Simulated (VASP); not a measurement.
A convergence study with VASP on Cd (hcp): one setting is varied, all else stays as given below, so the limit is that of these other settings.

```xyz
2
Lattice="1.4900 -2.5808 0.0000 1.4900 2.5808 0.0000 0.0000 0.0000 5.6200" Properties=species:S:1:pos:R:3 pbc="T T T"
Cd     1.4900     0.8603     1.4050
Cd     1.4900    -0.8603     4.2150
```

The numbers are results of PBE GGA, VASP's PBE PAW potentials (set 64) (plane waves; VASP), not measurements. The tightest run used: 550 eV cut-off, 24×24×10 Γ-centred mesh, tetrahedra with Blöchl corrections, potentials Cd.

Question: The settings run are 4×4×2 mesh; 5×5×2 mesh; 6×6×3 mesh; 7×7×3 mesh; 8×8×4 mesh; 9×9×4 mesh; 10×10×4 mesh; 11×11×5 mesh; 12×12×5 mesh; 13×13×6 mesh; 14×14×6 mesh; 15×15×7 mesh; 16×16×7 mesh; 17×17×7 mesh; 18×18×8 mesh; 19×19×8 mesh; 20×20×9 mesh; 21×21×9 mesh; 22×22×10 mesh; 23×23×10 mesh; 24×24×10 mesh. From which on does the energy per atom stay within 0.01 eV/atom of the tightest run?

Answer: From 8×8×4 mesh on: it is off by 0.0062 there and by no more than 0.01 in any finer run, while 7×7×3 mesh is off by 0.0176.
```json
[
 {"setting": "4×4×2 mesh", "E (eV/atom)": "-0.7841", "pressure (GPa)": "3.83", "irreducible k-points": "8", "difference judged (eV/atom)": "0.0502"},
 {"setting": "5×5×2 mesh", "E (eV/atom)": "-0.6721", "pressure (GPa)": "4.11", "irreducible k-points": "10", "difference judged (eV/atom)": "0.0619"},
 {"setting": "6×6×3 mesh", "E (eV/atom)": "-0.7222", "pressure (GPa)": "3.86", "irreducible k-points": "14", "difference judged (eV/atom)": "0.0117"},
 {"setting": "7×7×3 mesh", "E (eV/atom)": "-0.7515", "pressure (GPa)": "3.69", "irreducible k-points": "16", "difference judged (eV/atom)": "0.0176"},
 {"setting": "8×8×4 mesh", "E (eV/atom)": "-0.7278", "pressure (GPa)": "3.35", "irreducible k-points": "30", "difference judged (eV/atom)": "0.0062"},
 {"setting": "9×9×4 mesh", "E (eV/atom)": "-0.7294", "pressure (GPa)": "3.29", "irreducible k-points": "36", "difference judged (eV/atom)": "0.0045"},
 {"setting": "10×10×4 mesh", "E (eV/atom)": "-0.7372", "pressure (GPa)": "3.15", "irreducible k-points": "42", "difference judged (eV/atom)": "0.0032"},
 {"setting": "11×11×5 mesh", "E (eV/atom)": "-0.7338", "pressure (GPa)": "3.30", "irreducible k-points": "48", "difference judged (eV/atom)": "0.0001"},
 {"setting": "12×12×5 mesh", "E (eV/atom)": "-0.7324", "pressure (GPa)": "3.23", "irreducible k-points": "57", "difference judged (eV/atom)": "0.0015"},
 {"setting": "13×13×6 mesh", "E (eV/atom)": "-0.7356", "pressure (GPa)": "3.12", "irreducible k-points": "84", "difference judged (eV/atom)": "0.0017"},
 {"setting": "14×14×6 mesh", "E (eV/atom)": "-0.7326", "pressure (GPa)": "3.18", "irreducible k-points": "96", "difference judged (eV/atom)": "0.0014"},
 {"setting": "15×15×7 mesh", "E (eV/atom)": "-0.7346", "pressure (GPa)": "3.13", "irreducible k-points": "108", "difference judged (eV/atom)": "0.0007"},
 {"setting": "16×16×7 mesh", "E (eV/atom)": "-0.7348", "pressure (GPa)": "3.13", "irreducible k-points": "120", "difference judged (eV/atom)": "0.0009"},
 {"setting": "17×17×7 mesh", "E (eV/atom)": "-0.7334", "pressure (GPa)": "3.18", "irreducible k-points": "132", "difference judged (eV/atom)": "0.0005"},
 {"setting": "18×18×8 mesh", "E (eV/atom)": "-0.7344", "pressure (GPa)": "3.11", "irreducible k-points": "185", "difference judged (eV/atom)": "0.0004"},
 {"setting": "19×19×8 mesh", "E (eV/atom)": "-0.7340", "pressure (GPa)": "3.12", "irreducible k-points": "200", "difference judged (eV/atom)": "0.0000"},
 {"setting": "20×20×9 mesh", "E (eV/atom)": "-0.7338", "pressure (GPa)": "3.13", "irreducible k-points": "220", "difference judged (eV/atom)": "0.0001"},
 {"setting": "21×21×9 mesh", "E (eV/atom)": "-0.7340", "pressure (GPa)": "3.11", "irreducible k-points": "240", "difference judged (eV/atom)": "0.0001"},
 {"setting": "22×22×10 mesh", "E (eV/atom)": "-0.7337", "pressure (GPa)": "3.11", "irreducible k-points": "312", "difference judged (eV/atom)": "0.0002"},
 {"setting": "23×23×10 mesh", "E (eV/atom)": "-0.7340", "pressure (GPa)": "3.12", "irreducible k-points": "336", "difference judged (eV/atom)": "0.0000"},
 {"setting": "24×24×10 mesh", "E (eV/atom)": "-0.7339", "pressure (GPa)": "3.10", "irreducible k-points": "366", "difference judged (eV/atom)": "0.0000"}
]
```

Left out are rungs that failed or repeat a setting and relaxations that didn't move; long series are thinned to 24 rows.

The compound is Cd in the hcp structure. The cell was not relaxed at this level.
